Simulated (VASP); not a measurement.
```
RuAs
1.0
    0.00000     3.05996     3.05996
    3.05996     0.00000     3.05996
    3.05996     3.05996     0.00000
Ru As
1 1
Cartesian
  0.00000   0.00000   0.00000
  1.52998   1.52998   1.52998
```

The numbers are results of r2SCAN meta-GGA, VASP's PBE PAW potentials (set 64) (plane waves; VASP), not measurements. Run with 400 eV cut-off, 9×9×9 Γ-centred mesh, first-order Methfessel-Paxton smearing of 0.10 eV, potentials Ru_pv As.

Energy and stress use the plane-wave basis of the starting cell.

Question: The ions, cell shape and volume are relaxed. What does this cell relax into?

Answer: 
```
RuAs
1.0
    0.00000     2.71496     2.71496
    2.71496     0.00000     2.71496
    2.71496     2.71496     0.00000
Ru As
1 1
Cartesian
  0.00000   0.00000   0.00000
  1.35748   1.35748   1.35748
```
Space group F-43m (216), at a tolerance of 0.03 Å.

Question: How do energy and volume change from the first to the last step?

Answer: The energy (σ→0) changes by -806.9 meV/atom and the volume by -30.2 %, in 7 ionic steps.

The structure was generated: RuAs was put into the zinc blende type (F-43m), which need not be its known phase. This run relaxes it. Symmetry was kept, so distortions that lower it aren't found. The electron count is odd and the run is not spin-polarised, which forces a metal.
